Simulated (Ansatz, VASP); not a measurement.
# TiAl6O11 (amorphous 25TiO2-75Al2O3 (mol %)): VASP beside Ansatz, part 2 of 2

Aim: how closely do two programs agree when they are given the same cell, functional and k mesh? The cell is taken from a series of runs on this material, whose earlier steps may have relaxed, scaled, displaced or heated it; both programs get it as it stands.

VASP 6.6.1 and Ansatz 0.2.0.

So far. Step 4 (Differences): The forces differ by 19 meV/Å r.m.s., which is 3.6 % of the r.m.s. force of 0.528 eV/Å (both taken over all components). A gap on the mesh is an upper bound, since the band edges may lie between its points.

**5. VASP: single point, PBE, pair 2**

Level of this step: PBE, no spin polarisation; plane waves and PAW (Ti_sv, Al, O) (VASP).

With cell and atoms fixed, the geometry can't cause a difference; cores, projectors, grids and the points listed under the comparison can. The cell compared in this pair holds 1221.17 Å³, against 1223.36 Å³ for the pair before.

INCAR reads:

```
SYSTEM = TiAl6O11
PREC = Accurate
ENCUT = 600
EDIFF = 1E-06
NELM = 120
ISMEAR = -1
SIGMA = 0.025
LREAL = Auto
ALGO = Normal
GGA = PE
NBANDS = 368
LASPH = .TRUE.
LORBIT = 11
LWAVE = .FALSE.
LCHARG = .FALSE.
ISIF = 2
GGA_COMPAT = .FALSE.
EFERMI = MIDGAP
NCORE = 2
```

POSCAR reads:

```
TiAl6O11
1.0
   10.3496100000     -0.0414200000     -0.0168300000
   -0.0414200000     11.0950800000     -0.1246600000
   -0.0168300000     -0.1246600000     10.6361700000
Ti Al O
6 36 66
Direct
    0.4990100000      0.9377400000      0.6766700000
    0.2218400000      0.9981000000      0.3999800000
    0.8783400000      0.3730500000      0.2096500000
    0.1484600000      0.5969300000      0.1734000000
    0.2255700000      0.6651800000      0.5039100000
    0.0880500000      0.1492300000      0.1048400000
    0.0662000000      0.8112600000      0.7407700000
    0.4026000000      0.8032100000      0.1414500000
    0.6771100000      0.4073000000      0.4593900000
    0.9290000000      0.3558300000      0.6051000000
    0.6244600000      0.1191900000      0.2380500000
    0.5285500000      0.3829300000      0.8686100000
    0.2842800000      0.0280000000      0.8976100000
    0.2235700000      0.3768200000      0.5155100000
    0.1214400000      0.8450000000      0.0328500000
    0.1172800000      0.1230800000      0.6801000000
    0.9444900000      0.5558100000      0.3960700000
    0.5119900000      0.6182500000      0.3523900000
    0.5414700000      0.9105700000      0.3852600000
    0.5627000000      0.6176900000      0.6552200000
    0.7708900000      0.1336700000      0.4880300000
    0.0688900000      0.1989800000      0.3840400000
    0.5643900000      0.9473800000      0.9834800000
    0.7214500000      0.2306700000      0.0404800000
    0.3190500000      0.4665000000      0.7473400000
    0.8768400000      0.9579400000      0.6719900000
    0.8284100000      0.9501800000      0.0939000000
    0.4735100000      0.2487400000      0.6145600000
    0.2064000000      0.2981400000      0.9074400000
    0.9234800000      0.2907500000      0.8500300000
[... 72 atom lines left out ...]
    0.4734100000      0.1972200000      0.2260700000
    0.7582000000      0.6349200000      0.1383000000
    0.5658400000      0.5027200000      0.9919900000
    0.7317400000      0.6652900000      0.6476800000
    0.5825800000      0.2704700000      0.7460300000
    0.1690900000      0.0019700000      0.0229800000
```

KPOINTS reads:

```
Automatic mesh
0
Gamma
1 1 1
0 0 0
```

PAW data sets: Ti_sv, Al and O (PBE family, release 64).

Run with:

```console
$ mpirun -np 8 vasp_gam
```

Numbers of over 12 decimals in the logs are rounded to 6 here.

The log of the run:

```text
[... set-up lines as in an earlier step ...]
 entering main loop
       N       E                     dE             d eps       ncg     rms          rms(c)
DAV:   1     0.712377647232E+04    0.71238E+04   -0.35558E+05   736   0.183E+03
DAV:   2     0.461734130649E+02   -0.70776E+04   -0.66513E+04   864   0.457E+02
DAV:   3    -0.908750443682E+03   -0.95492E+03   -0.93962E+03   832   0.181E+02
DAV:   4    -0.964989113988E+03   -0.56239E+02   -0.55942E+02  1048   0.444E+01
[...]
DAV:  18    -0.820712076018E+03   -0.28257E-05   -0.25754E-05  1024   0.152E-02    0.958E-03
DAV:  19    -0.820712078388E+03   -0.23700E-05   -0.13479E-05   888   0.914E-03    0.624E-03
DAV:  20    -0.820712078616E+03   -0.22794E-06   -0.16082E-06   544   0.434E-03
   1 F= -.82071208E+03 E0= -.82071208E+03  d E =0.000000E+00
```

From OUTCAR (step 5):

```text
  Total       -1.4272383     -1.3900718     -1.6409709     -0.1798763      0.0139003     -0.1003541
  in kB       -1.8725449     -1.8237822     -2.1529634     -0.2359988      0.0182372     -0.1316652
  external PRESSURE =      -1.9497635 kB  Pullay stress =       0.0000000 kB

 POSITION                                       TOTAL-FORCE (eV/Angst)
 -----------------------------------------------------------------------------------
      5.11433     10.29928      7.07188        -0.001982     -0.059794     -0.000454
      2.24788     11.01495      4.12610         0.024887      0.027643     -0.008378
      9.07150      4.07650      2.16859        -0.020696     -0.015220     -0.034053
      1.50886      6.59522      1.76740        -0.055454      0.062654      0.107444
      2.29853      7.30806      5.27295        -0.013038      0.001422     -0.005003
      0.90334      1.63900      1.09501         0.072285      0.035564      0.012020
      0.63907      8.90591      7.77671        -0.004426      0.015719     -0.005586
      4.13110      8.87737      1.39758         0.000338     -0.000382      0.002530
[...]
0.58393      3.60220      5.16945         0.001996     -0.005610      0.012022
      1.14341      6.79277      3.92868        -0.044917     -0.028287     -0.036976
      0.75045      6.79524      0.16366        -0.029823      0.006750     -0.098147
      9.54242      0.98199      4.39047         0.012475      0.008206     -0.005017
     10.22499      5.53810      2.32804         0.022288      0.034567      0.022012
[...]
-----------------------------------------------------------------------------------
    total drift:                               -0.028082      0.030295     -0.000804

  FREE ENERGIE OF THE ION-ELECTRON SYSTEM (eV)
  ---------------------------------------------------
  free  energy   TOTEN  =      -820.7120786158 eV

  energy  without entropy=     -820.7120786158  energy(sigma->0) =     -820.71207862

[... 1 part as in an earlier step ...]

[... 2 further parts left out ...]
[key lines of the parts left out:]
E-fermi :   4.9949
```

The run ends at a pressure of -0.19 GPa, with forces up to 0.14 eV/Å.

**6. Ansatz: single point, PBE, pair 2**

The same cell, functional, mesh and smearing now go to Ansatz, which takes its cutoff from its data sets.

The cell is taken from a series of runs on this material, whose earlier steps may have relaxed, scaled, displaced or heated it; both programs get it as it stands.

input.yaml reads:

```yaml
crystal:
  lattice:
    - [10.34961, -0.04142, -0.01683]
    - [-0.04142, 11.09508, -0.12466]
    - [-0.01683, -0.12466, 10.63617]
  atoms:
    - { symbol: Ti, position: [0.49901, 0.93774, 0.67667] }
    - { symbol: Ti, position: [0.22184, 0.9981, 0.39998] }
    - { symbol: Ti, position: [0.87834, 0.37305, 0.20965] }
    - { symbol: Ti, position: [0.14846, 0.59693, 0.1734] }
    - { symbol: Ti, position: [0.22557, 0.66518, 0.50391] }
    - { symbol: Ti, position: [0.08805, 0.14923, 0.10484] }
    - { symbol: Al, position: [0.0662, 0.81126, 0.74077] }
    - { symbol: Al, position: [0.4026, 0.80321, 0.14145] }
    - { symbol: Al, position: [0.67711, 0.4073, 0.45939] }
    - { symbol: Al, position: [0.929, 0.35583, 0.6051] }
    - { symbol: Al, position: [0.62446, 0.11919, 0.23805] }
    - { symbol: Al, position: [0.52855, 0.38293, 0.86861] }
    - { symbol: Al, position: [0.28428, 0.028, 0.89761] }
    - { symbol: Al, position: [0.22357, 0.37682, 0.51551] }
    - { symbol: Al, position: [0.12144, 0.845, 0.03285] }
    - { symbol: Al, position: [0.11728, 0.12308, 0.6801] }
    - { symbol: Al, position: [0.94449, 0.55581, 0.39607] }
    - { symbol: Al, position: [0.51199, 0.61825, 0.35239] }
    - { symbol: Al, position: [0.54147, 0.91057, 0.38526] }
    - { symbol: Al, position: [0.5627, 0.61769, 0.65522] }
    - { symbol: Al, position: [0.77089, 0.13367, 0.48803] }
    - { symbol: Al, position: [0.06889, 0.19898, 0.38404] }
    - { symbol: Al, position: [0.56439, 0.94738, 0.98348] }
    - { symbol: Al, position: [0.72145, 0.23067, 0.04048] }
    - { symbol: Al, position: [0.31905, 0.4665, 0.74734] }
    - { symbol: Al, position: [0.87684, 0.95794, 0.67199] }
    - { symbol: Al, position: [0.82841, 0.95018, 0.0939] }
    - { symbol: Al, position: [0.47351, 0.24874, 0.61456] }
    - { symbol: Al, position: [0.2064, 0.29814, 0.90744] }
    - { symbol: Al, position: [0.92348, 0.29075, 0.85003] }
[... 72 atom lines left out ...]
    - { symbol: O, position: [0.47341, 0.19722, 0.22607] }
    - { symbol: O, position: [0.7582, 0.63492, 0.1383] }
    - { symbol: O, position: [0.56584, 0.50272, 0.99199] }
    - { symbol: O, position: [0.73174, 0.66529, 0.64768] }
    - { symbol: O, position: [0.58258, 0.27047, 0.74603] }
    - { symbol: O, position: [0.16909, 0.00197, 0.02298] }
kpoints:
  mp_grid: { grid: [1, 1, 1] }
hamiltonian:
  xc: pbe
scf:
  occupations: { method: fermi_dirac, width: 0.025 }
output:
  forces: true
  stress: true
  populations: true
  dos:
    method: { smearing: { sigma: 0.08 } }
    de: 0.05
    projected: { site_lists: { Al: [Al], O: [O], Ti: [Ti] } }
  eigenvalues: true
  write_density: true
  write_potential: true
  volumetric_format: npy
```

Run with:

```console
$ ansatz run input.yaml --threads 4 --pin off --max-ram 8192MiB --backend cpu --events-out ev --progress --plain --runs-dir out
```

The log of the run:

```text
[...]
Crystal: 108 atoms, lattice volume = 1221.166 Å³
Basis set: ecut = 420 eV, 23871 PW (Γ), exchange–correlation on 144×150×144 points (8 copies of the dense FFT grid, shifted against one another)
Bands: 396, of which v1, the nominal top of the filled ones, is band 288 counted from 1 (287 counted from 0)
Symmetry: 1 space group operations
[...]
k-points: 1
[...]
--- Löwdin populations: 108 sites ---
  site symbol       q [e]
     0     Ti     10.5283
     1     Ti     10.5857
     2     Ti     10.5547
     3     Ti     10.5478
     4     Ti     10.6011
     5     Ti     10.5252
     6     Al      1.6910
     7     Al      1.6772
[...]
104      O      6.8284
   105      O      6.8216
   106      O      6.8280
   107      O      6.7860
  spilling = 0.007191 (of n_electrons = 576.000000)
[key lines of the parts left out:]
SCF converged after 11 iterations
Free energy (F): -71944.683305 eV
Fermi energy:    6.670844 eV
P = ⅓ Tr σ = 0.0064 GPa (0.064 kbar)
```

**7. Differences**

What differs besides the data sets and the points named for the pairs above, as far as they apply: the cutoff is 420 eV in Ansatz and 600 eV in VASP (PREC = Accurate, projectors in real space). Total energies have different zeros and are not compared.

Both answers:

```csv
quantity,Ansatz,VASP,difference
pressure (GPa),0.01,-0.19,+0.20
gap on the k mesh (eV),3.111,3.083,+0.028
```

Forces on 7 of the 108 atoms, those with the largest forces and the largest differences (eV/Å; atoms numbered as in POSCAR):

```csv
atom,"Ansatz x, y, z","VASP x, y, z"
Ti4,"-0.019, 0.008, -0.014","-0.055, 0.063, 0.107"
O44,"0.005, -0.004, -0.001","-0.052, -0.067, -0.013"
O50,"-0.001, 0.003, 0.000","-0.091, -0.045, -0.004"
O56,"0.002, -0.004, 0.002","-0.030, 0.007, -0.098"
O61,"0.006, -0.003, -0.001","0.099, -0.064, -0.036"
O73,"-0.002, 0.010, 0.000","-0.029, 0.062, 0.055"
O99,"0.002, 0.000, -0.004","0.085, -0.033, 0.007"
```

The forces differ by 22 meV/Å r.m.s., where the r.m.s. force is 0.004 eV/Å in Ansatz and 0.023 eV/Å in VASP: the atoms lie near their places of rest in Ansatz, so a percentage would say little (all taken over all components). A gap on the mesh is an upper bound, since the band edges may lie between its points.

**8. What came out**

| Quantity | Value |
| --- | --- |
| r.m.s. force difference (single point, PBE, pair 1) | 3.6 % of the r.m.s. force |
| r.m.s. force difference (single point, PBE, pair 2) | 22 meV/Å |

In words: The r.m.s. force difference is 22 meV/Å (single point, PBE, pair 2), beyond the 12 meV/Å picked in this series as the mark of a large difference. What causes the difference of the single point, PBE, pair 1 pair stays open here. What causes the difference of the single point, PBE, pair 2 pair stays open here. Such differences can come from data sets, numerical settings and the points named under the comparisons, not from the functional's error against experiment.

[Lines on the potential files, build, host, timing and source positions are cut from VASP's logs without a mark.]

[Logs are printed without paths, hosts, clocks, repeated set-up lines and the standing remarks that a program may print on its own settings, such as how far it seeks lower states.]

[Hosts, paths, dates, database ids (printed as entryN), source tags and the programs' standing remarks are cut or masked in the printed files.]
